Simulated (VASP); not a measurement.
# Gd (Gadolinium): structure and properties in VASP, part 2 of 11

What structure does Gd (Gadolinium) take at this level, and what are its properties? The start is a cell from a database of measured crystal structures.

VASP 6.6.1, plane waves and PAW; the level of theory is named at each step.

Still holding for the runs below: The k-mesh is coarse for a metal.

So far, moment of the cell, from the last line of the log (μB): step 2 (magnetic order: ferromagnetic) 15.7.

## Step 3: Magnetic order: antiferromagnetic within the cell

This step: PBEsol, DFT+U (Gd f 5 eV), spin-polarised from an antiferromagnetic start; plane waves and PAW (Gd) (VASP 6.6.1).

Next, a pattern with opposite moments.

INCAR reads:

```
SYSTEM = Gd
PREC = Accurate
ENCUT = 450
EDIFF = 1E-06
NELM = 150
ISMEAR = 1
SIGMA = 0.2
LREAL = .FALSE.
ALGO = Normal
GGA = PS
NBANDS = 25
ISPIN = 2
MAGMOM = 7 -7
LDAU = .TRUE.
LDAUTYPE = 2
LDAUL = 3
LDAUU = 5
LDAUJ = 0
LDAUPRINT = 1
LASPH = .TRUE.
LMAXMIX = 6
AMIX = 0.2
BMIX = 1E-04
AMIX_MAG = 0.8
BMIX_MAG = 1E-04
LORBIT = 11
LWAVE = .FALSE.
LCHARG = .FALSE.
KPAR = 4
ISIF = 2
```

POSCAR reads:

```
Gd
1.0
    3.6360000000      0.0000000000      0.0000000000
   -1.8180000000      3.1488683682      0.0000000000
    0.0000000000      0.0000000000      5.7826000000
Gd
2
Direct
    0.3333333333      0.6666666667      0.2500000000
    0.6666666667      0.3333333333      0.7500000000
```

KPOINTS reads:

```
Automatic mesh
0
Gamma
7 7 4
0 0 0
```

PAW data sets: Gd (PBE family, release 64).

Command:

```console
$ mpirun -np 4 vasp_std
```

Output:

```text
[banner, memory and clock lines left out]
running    4 mpi-ranks, on    1 nodes
 distrk:  each k-point on    1 cores,    4 groups
 distr:  one band on    1 cores,    1 groups

 POSCAR found type information on POSCAR Gd
 POSCAR found :  1 types and       2 ions
 [... a notice as in an earlier step ...]

 LDA part: xc-table for (Slater+PW92), standard interpolation
 POSCAR, INCAR and KPOINTS ok, starting setup
 FFT: planning ... GRIDC
 FFT: planning ... GRID_SOFT
 FFT: planning ... GRID
 WAVECAR not read
 entering main loop
       N       E                     dE             d eps       ncg     rms          rms(c)
DAV:   1     0.260162924722E+03    0.26016E+03   -0.11189E+04  3168   0.606E+03
DAV:   2     0.450264266066E+02   -0.21514E+03   -0.20682E+03  3402   0.482E+02
DAV:   3    -0.389998170737E+01   -0.48926E+02   -0.47921E+02  4225   0.249E+02
DAV:   4    -0.114803193932E+02   -0.75803E+01   -0.74784E+01  4695   0.863E+01
DAV:   5    -0.129906400927E+02   -0.15103E+01   -0.15066E+01  4637   0.328E+01    0.526E+01
DAV:   6    -0.224525361658E+02   -0.94619E+01   -0.11314E+01  3988   0.103E+02    0.386E+01
DAV:   7    -0.233222389573E+02   -0.86970E+00   -0.34778E+00  4566   0.248E+01    0.445E+01
DAV:   8    -0.233842446788E+02   -0.62006E-01   -0.60874E-01  3951   0.488E+00    0.556E+01
DAV:   9    -0.234380670710E+02   -0.53822E-01   -0.26127E-01  4384   0.525E+00    0.371E+01
DAV:  10    -0.234516183652E+02   -0.13551E-01   -0.83408E-02  4054   0.228E+00    0.106E+01
DAV:  11    -0.234515314734E+02    0.86892E-04   -0.27878E-02  4596   0.191E+00    0.766E+00
DAV:  12    -0.234512476781E+02    0.28380E-03   -0.50808E-03  4272   0.797E-01    0.698E+00
DAV:  13    -0.234518291945E+02   -0.58152E-03   -0.55674E-03  4574   0.115E+00    0.258E+00
DAV:  14    -0.234519743292E+02   -0.14513E-03   -0.11645E-03  4304   0.316E-01    0.600E-01
DAV:  15    -0.234519522139E+02    0.22115E-04   -0.35880E-04  4316   0.284E-01    0.353E-01
DAV:  16    -0.234519574285E+02   -0.52146E-05   -0.11034E-04  4480   0.136E-01    0.209E-01
DAV:  17    -0.234519583401E+02   -0.91154E-06   -0.37699E-05  3720   0.439E-02    0.115E-01
DAV:  18    -0.234519583251E+02    0.15028E-07   -0.20305E-05  4192   0.505E-02    0.699E-03
DAV:  19    -0.234519589266E+02   -0.60152E-06   -0.59408E-06  3224   0.185E-02
   1 F= -.23451959E+02 E0= -.23453480E+02  d E =0.456466E-02  mag=     0.0000
```

Elapsed: 52 s, on 4 MPI ranks of Intel Xeon Platinum 8259CL at 2.50GHz (Skylake/Cascade Lake), shared host; peak memory 0.87 GiB; 2.7 min of CPU time.

OUTCAR, selected parts (step 3):

```text
 Found     24 irreducible k-points:

   k-points           NKPTS =     24   k-points in BZ     NKDIM =     24   number of bands    NBANDS=     25

   NELECT =      36.0000    total number of electrons

atom =   1  type =  1  l = 3

 onsite density matrix

spin component  1

  0.9898 -0.0000  0.0000 -0.0000 -0.0000 -0.0000 -0.0000
 -0.0000  0.9895 -0.0000 -0.0000 -0.0000  0.0000  0.0000
  0.0000 -0.0000  0.9893 -0.0000 -0.0000 -0.0000  0.0000
 -0.0000 -0.0000 -0.0000  0.9893 -0.0000  0.0000  0.0000
 -0.0000 -0.0000 -0.0000 -0.0000  0.9893 -0.0000  0.0000
 -0.0000  0.0000 -0.0000  0.0000 -0.0000  0.9895 -0.0000
 -0.0000  0.0000  0.0000  0.0000  0.0000 -0.0000  0.9891

spin component  2

  0.0010  0.0000  0.0000 -0.0000 -0.0000 -0.0000  0.0000
  0.0000  0.0020  0.0000 -0.0000 -0.0000  0.0000 -0.0000
  0.0000  0.0000  0.0008 -0.0000 -0.0000  0.0000  0.0000
 -0.0000 -0.0000 -0.0000  0.0042 -0.0000  0.0000  0.0000
 -0.0000 -0.0000 -0.0000 -0.0000  0.0008 -0.0000  0.0000
 -0.0000  0.0000  0.0000  0.0000 -0.0000  0.0020  0.0000
  0.0000 -0.0000  0.0000  0.0000  0.0000  0.0000  0.0004

 occupancies and eigenvectors

  o =  0.0004  v =  0.0000  0.0000  0.0000  0.0000  0.0000  0.0000  0.0000 -0.0000  0.0000 -0.0000  0.0000 -0.0000  0.0000  1.0000      0.0000  0.0000  0.0000  0.0000  0.0000  0.0000  0.0000  0.0000  0.0000  0.0000  0.0000  0.0000  0.0000  0.0000
  o =  0.0008  v =  0.0000  0.0000  0.0000  0.0000  0.0000  0.0000  0.0000  0.0000 -0.0000 -0.0001 -0.0000 -1.0000 -0.0000 -0.0000      0.0000  0.0000  0.0000  0.0000  0.0000  0.0000  0.0000  0.0000  0.0000  0.0000  0.0000  0.0000  0.0000  0.0000
  o =  0.0008  v =  0.0000  0.0000  0.0000  0.0000  0.0000  0.0000  0.0000  0.0000  0.0000 -1.0000 -0.0000  0.0001  0.0000  0.0000      0.0000  0.0000  0.0000  0.0000  0.0000  0.0000  0.0000  0.0000  0.0000  0.0000  0.0000  0.0000  0.0000  0.0000
  o =  0.0010  v =  0.0000  0.0000  0.0000  0.0000  0.0000  0.0000  0.0000  1.0000 -0.0000  0.0000  0.0000 -0.0000  0.0000  0.0000      0.0000  0.0000  0.0000  0.0000  0.0000  0.0000  0.0000  0.0000  0.0000  0.0000  0.0000  0.0000  0.0000  0.0000
  o =  0.0020  v =  0.0000  0.0000  0.0000  0.0000  0.0000  0.0000  0.0000  0.0000  1.0000  0.0000  0.0000 -0.0000 -0.0004 -0.0000      0.0000  0.0000  0.0000  0.0000  0.0000  0.0000  0.0000  0.0000  0.0000  0.0000  0.0000  0.0000  0.0000  0.0000
  o =  0.0020  v =  0.0000  0.0000  0.0000  0.0000  0.0000  0.0000  0.0000 -0.0000  0.0004 -0.0000 -0.0000 -0.0000  1.0000 -0.0000      0.0000  0.0000  0.0000  0.0000  0.0000  0.0000  0.0000  0.0000  0.0000  0.0000  0.0000  0.0000  0.0000  0.0000
  o =  0.0042  v =  0.0000  0.0000  0.0000  0.0000  0.0000  0.0000  0.0000  0.0000  0.0000  0.0000 -1.0000 -0.0000 -0.0000 -0.0000      0.0000  0.0000  0.0000  0.0000  0.0000  0.0000  0.0000  0.0000  0.0000  0.0000  0.0000  0.0000  0.0000  0.0000
  o =  0.9891  v =  0.0000  0.0000 -0.0000  0.0000 -0.0000  0.0000  1.0000  0.0000  0.0000  0.0000  0.0000  0.0000  0.0000  0.0000      0.0000  0.0000  0.0000  0.0000  0.0000  0.0000  0.0000  0.0000  0.0000  0.0000  0.0000  0.0000  0.0000  0.0000
  o =  0.9893  v = -0.0000 -0.0000 -0.0000 -1.0000  0.0000  0.0000  0.0000  0.0000  0.0000  0.0000  0.0000  0.0000  0.0000  0.0000      0.0000  0.0000  0.0000  0.0000  0.0000  0.0000  0.0000  0.0000  0.0000  0.0000  0.0000  0.0000  0.0000  0.0000
  o =  0.9893  v =  0.0000 -0.0000  0.0000  0.0000  1.0000  0.0000  0.0000  0.0000  0.0000  0.0000  0.0000  0.0000  0.0000  0.0000      0.0000  0.0000  0.0000  0.0000  0.0000  0.0000  0.0000  0.0000  0.0000  0.0000  0.0000  0.0000  0.0000  0.0000
  o =  0.9893  v = -0.0000  0.0000  1.0000 -0.0000 -0.0000  0.0000 -0.0000  0.0000  0.0000  0.0000  0.0000  0.0000  0.0000  0.0000      0.0000  0.0000  0.0000  0.0000  0.0000  0.0000  0.0000  0.0000  0.0000  0.0000  0.0000  0.0000  0.0000  0.0000
  o =  0.9895  v = -0.0000  0.6492 -0.0000 -0.0000  0.0000 -0.7606  0.0000  0.0000  0.0000  0.0000  0.0000  0.0000  0.0000  0.0000      0.0000  0.0000  0.0000  0.0000  0.0000  0.0000  0.0000  0.0000  0.0000  0.0000  0.0000  0.0000  0.0000  0.0000
  o =  0.9895  v = -0.0000 -0.7606  0.0000 -0.0000 -0.0000 -0.6492  0.0000  0.0000  0.0000  0.0000  0.0000  0.0000  0.0000  0.0000      0.0000  0.0000  0.0000  0.0000  0.0000  0.0000  0.0000  0.0000  0.0000  0.0000  0.0000  0.0000  0.0000  0.0000
  o =  0.9898  v =  1.0000 -0.0000  0.0000 -0.0000 -0.0000 -0.0000 -0.0000  0.0000  0.0000  0.0000  0.0000  0.0000  0.0000  0.0000      0.0000  0.0000  0.0000  0.0000  0.0000  0.0000  0.0000  0.0000  0.0000  0.0000  0.0000  0.0000  0.0000  0.0000

atom =   2  type =  1  l = 3

 onsite density matrix

spin component  1

  0.0010 -0.0000  0.0000  0.0000 -0.0000 -0.0000  0.0000
 -0.0000  0.0020  0.0000  0.0000 -0.0000  0.0000 -0.0000
  0.0000  0.0000  0.0008 -0.0000 -0.0000  0.0000  0.0000
  0.0000  0.0000 -0.0000  0.0042 -0.0000  0.0000  0.0000
 -0.0000 -0.0000 -0.0000 -0.0000  0.0008  0.0000  0.0000
 -0.0000  0.0000  0.0000  0.0000  0.0000  0.0020  0.0000
  0.0000 -0.0000  0.0000  0.0000  0.0000  0.0000  0.0004

spin component  2

  0.9898  0.0000  0.0000  0.0000 -0.0000 -0.0000  0.0000
  0.0000  0.9895 -0.0000 -0.0000  0.0000  0.0000  0.0000
  0.0000 -0.0000  0.9893 -0.0000 -0.0000 -0.0000  0.0000
  0.0000 -0.0000 -0.0000  0.9893 -0.0000  0.0000  0.0000
[...]
o =  0.0008  v = -0.0000 -0.0000  1.0000  0.0000 -0.0001 -0.0000  0.0000  0.0000  0.0000  0.0000  0.0000  0.0000  0.0000  0.0000      0.0000  0.0000  0.0000  0.0000  0.0000  0.0000  0.0000  0.0000  0.0000  0.0000  0.0000  0.0000  0.0000  0.0000
  o =  0.0010  v =  1.0000  0.0000  0.0000 -0.0000 -0.0000  0.0000  0.0000  0.0000  0.0000  0.0000  0.0000  0.0000  0.0000  0.0000      0.0000  0.0000  0.0000  0.0000  0.0000  0.0000  0.0000  0.0000  0.0000  0.0000  0.0000  0.0000  0.0000  0.0000
  o =  0.0020  v =  0.0000 -1.0000 -0.0000 -0.0000  0.0000  0.0002  0.0000  0.0000  0.0000  0.0000  0.0000  0.0000  0.0000  0.0000      0.0000  0.0000  0.0000  0.0000  0.0000  0.0000  0.0000  0.0000  0.0000  0.0000  0.0000  0.0000  0.0000  0.0000
  o =  0.0020  v =  0.0000 -0.0002 -0.0000  0.0000  0.0000 -1.0000  0.0000  0.0000  0.0000  0.0000  0.0000  0.0000  0.0000  0.0000      0.0000  0.0000  0.0000  0.0000  0.0000  0.0000  0.0000  0.0000  0.0000  0.0000  0.0000  0.0000  0.0000  0.0000
  o =  0.0042  v =  0.0000  0.0000  0.0000  1.0000 -0.0000  0.0000 -0.0000  0.0000  0.0000  0.0000  0.0000  0.0000  0.0000  0.0000      0.0000  0.0000  0.0000  0.0000  0.0000  0.0000  0.0000  0.0000  0.0000  0.0000  0.0000  0.0000  0.0000  0.0000
  o =  0.9891  v =  0.0000  0.0000  0.0000  0.0000  0.0000  0.0000  0.0000 -0.0000 -0.0000 -0.0000  0.0000 -0.0000 -0.0000  1.0000      0.0000  0.0000  0.0000  0.0000  0.0000  0.0000  0.0000  0.0000  0.0000  0.0000  0.0000  0.0000  0.0000  0.0000
  o =  0.9893  v =  0.0000  0.0000  0.0000  0.0000  0.0000  0.0000  0.0000  0.0000 -0.0000 -0.0000 -1.0000  0.0000  0.0000  0.0000      0.0000  0.0000  0.0000  0.0000  0.0000  0.0000  0.0000  0.0000  0.0000  0.0000  0.0000  0.0000  0.0000  0.0000
  o =  0.9893  v =  0.0000  0.0000  0.0000  0.0000  0.0000  0.0000  0.0000 -0.0000 -0.0000 -0.0000 -0.0000 -1.0000 -0.0000 -0.0000      0.0000  0.0000  0.0000  0.0000  0.0000  0.0000  0.0000  0.0000  0.0000  0.0000  0.0000  0.0000  0.0000  0.0000
  o =  0.9893  v =  0.0000  0.0000  0.0000  0.0000  0.0000  0.0000  0.0000  0.0000 -0.0000 -1.0000  0.0000  0.0000 -0.0000  0.0000      0.0000  0.0000  0.0000  0.0000  0.0000  0.0000  0.0000  0.0000  0.0000  0.0000  0.0000  0.0000  0.0000  0.0000
  o =  0.9895  v =  0.0000  0.0000  0.0000  0.0000  0.0000  0.0000  0.0000 -0.0000  0.9987 -0.0000 -0.0000 -0.0000 -0.0504  0.0000      0.0000  0.0000  0.0000  0.0000  0.0000  0.0000  0.0000  0.0000  0.0000  0.0000  0.0000  0.0000  0.0000  0.0000
  o =  0.9895  v =  0.0000  0.0000  0.0000  0.0000  0.0000  0.0000  0.0000  0.0000  0.0504 -0.0000  0.0000 -0.0000  0.9987  0.0000      0.0000  0.0000  0.0000  0.0000  0.0000  0.0000  0.0000  0.0000  0.0000  0.0000  0.0000  0.0000  0.0000  0.0000
  o =  0.9898  v =  0.0000  0.0000  0.0000  0.0000  0.0000  0.0000  0.0000  1.0000  0.0000  0.0000  0.0000 -0.0000 -0.0000  0.0000      0.0000  0.0000  0.0000  0.0000  0.0000  0.0000  0.0000  0.0000  0.0000  0.0000  0.0000  0.0000  0.0000  0.0000

 E-fermi :   2.8533

 spin component 1
 k-point     1 :       0.0000    0.0000    0.0000
  band No.  band energies     occupation
    ...
     13      -4.5838      1.00000
     14      -4.5838      1.00000
     15      -4.5452      1.00000
     16      -1.8700      1.00000
     17       0.8280      1.00000
     18       4.2619     -0.00000
     19       4.2656     -0.00000
     20       4.2656     -0.00000
     21       4.7933     -0.00000
     22       5.3155     -0.00000
    ...

 k-point     2 :       0.1429   -0.0000    0.0000
  band No.  band energies     occupation
    ...
     13      -4.5927      1.00000
     14      -4.5860      1.00000
     15      -4.5599      1.00000
     16      -1.3915      1.00000
     17       1.2761      1.00000
     18       3.6083     -0.00000
     19       3.6525     -0.00000
     20       4.6948     -0.00000
     21       4.7085     -0.00000
     22       5.0436     -0.00000
    ...

 k-point     3 :       0.2857    0.0000    0.0000
  band No.  band energies     occupation
    ...
     14      -4.5880      1.00000
     15      -4.5774      1.00000
     16      -0.2071      1.00000
     17       1.8831      1.00000
     18       2.6067      1.03545
     19       3.0819     -0.03431
     20       4.3404     -0.00000
     21       4.6472     -0.00000
     22       4.6784     -0.00000
     23       5.5092     -0.00000
    ...

 k-point     4 :       0.4286   -0.0000    0.0000
  band No.  band energies     occupation
    ...
     14      -4.5803      1.00000
     15      -4.5772      1.00000
     16       0.8375      1.00000
     17       1.6714      1.00000
     18       1.9507      1.00000
     19       3.1476     -0.02890
     20       4.3425     -0.00000
     21       4.4037     -0.00000
     22       4.9347     -0.00000
     23       5.5251     -0.00000
    ...

  Total       -1.0713509     -1.0713509     -0.5564099      0.0000000      0.0000000      0.0000000
  in kB      -25.9263155    -25.9263155    -13.4649233      0.0000000      0.0000000      0.0000000
  external PRESSURE =     -21.7725181 kB  Pullay stress =       0.0000000 kB

 POSITION                                       TOTAL-FORCE (eV/Angst)
 -----------------------------------------------------------------------------------
     -0.00000      2.09925      1.44565        -0.000000     -0.000000      0.000000
      1.81800      1.04962      4.33695         0.000000      0.000000      0.000000
 -----------------------------------------------------------------------------------
    total drift:                                0.000000     -0.000000      0.000000

  FREE ENERGIE OF THE ION-ELECTRON SYSTEM (eV)
  ---------------------------------------------------
  free  energy   TOTEN  =       -23.4519589266 eV

  energy  without entropy=      -23.4565235860  energy(sigma->0) =      -23.45348048

 total charge
# of ion       s       p       d       f       tot
--------------------------------------------------
    1        2.074   5.547   0.606   6.932  15.159
    2        2.074   5.547   0.606   6.932  15.159
--------------------------------------------------
tot          4.149  11.094   1.212  13.863  30.318

 magnetization (x)
# of ion       s       p       d       f       tot
--------------------------------------------------
    1        0.010  -0.064   0.203   6.909   7.059
    2       -0.010   0.064  -0.203  -6.909  -7.059
--------------------------------------------------
tot          0.000   0.000   0.000   0.000   0.000

[... 8 parts as in an earlier step ...]

[... 7 further parts left out ...]
```

At this level the cell is under a tension of 2.2 GPa, so at these settings it is away from equilibrium.

Numbers from this step:

* SCF cycles: 19
* bands: 25
* free energy (TOTEN): -23.45 eV
* energy at zero smearing: -23.45 eV
* Fermi energy: 2.853 eV
* pressure: -2.177 GPa

Spin moment in the PAW sphere by atom:

```
atom  spin moment in the PAW sphere (μB)
 Gd1                                7.06
 Gd2                               -7.06
```

The energy lies +38.6 meV an atom from the first pattern. The run ends antiferromagnetic with a largest moment of 7.06 μB, and the mesh shows no gap.

(Part 2 of 11 ends here.)

[Lines on the potential files, build, host, timing and source positions are cut from VASP's logs without a mark.]

[Logs are printed without paths, hosts, clocks, repeated set-up lines and the standing remarks that a program may print on its own settings, such as how far it seeks lower states.]

[Hosts, paths, dates, database ids (printed as entryN), source tags and the programs' standing remarks are cut or masked in the printed files.]

[A measured line is paired with the nearest computed mode of its activity, which favours agreement.]
